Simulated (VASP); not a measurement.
TiAl (L1_0) is relaxed at rising pressure, each step from the one before. Symmetry mostly holds the structure type, and other phases were not tried. The mesh follows the cell, and a change of mesh leaves a small step in the series.

Input:

```cif
data_AlTi
_chemical_formula_sum 'Ti1 Al1'
_space_group_name_H-M_alt 'P4/mmm'
_space_group_IT_number 123
_space_group_name_Hall '-P 4 2'
_cell_length_a 2.77077
_cell_length_b 2.77077
_cell_length_c 3.99062
_cell_angle_alpha 90.000
_cell_angle_beta 90.000
_cell_angle_gamma 90.000
loop_
_atom_site_label
_atom_site_type_symbol
_atom_site_symmetry_multiplicity
_atom_site_Wyckoff_symbol
_atom_site_fract_x
_atom_site_fract_y
_atom_site_fract_z
_atom_site_occupancy
Ti1 Ti 1 a 0.00000 0.00000 0.00000 1
Al1 Al 1 d 0.50000 0.50000 0.50000 1
```

These are LDA (Ceperley-Alder, Perdew-Zunger), VASP's LDA PAW potentials (set 64) (plane waves; VASP 6.6.1) values and carry that method's errors. Run with 500 eV cut-off, 13×13×9 Γ-centred mesh, first-order Methfessel-Paxton smearing of 0.10 eV, potentials Ti_sv Al.

```
P (GPa)  V (Å³/atom)  H − H(0) (eV/atom)  space group  gap on the mesh (eV)    k-mesh
-------  -----------  ------------------  -----------  --------------------  --------
0              15.32               0.000       P4/mmm                  0.00   13×13×9
5              14.77               0.469       P4/mmm                  0.00   13×13×9
10             14.30               0.923       P4/mmm                  0.00   13×13×9
20             13.53               1.790       P4/mmm                  0.00  14×14×10
30             12.91               2.615       P4/mmm                  0.00  14×14×10
45             12.17               3.787       P4/mmm                  0.00  14×14×10
```

Pressures at which the relaxation failed are left out.

The compound is TiAl in the L1_0 structure. The electron count is odd and the run is not spin-polarised, which forces a metal.
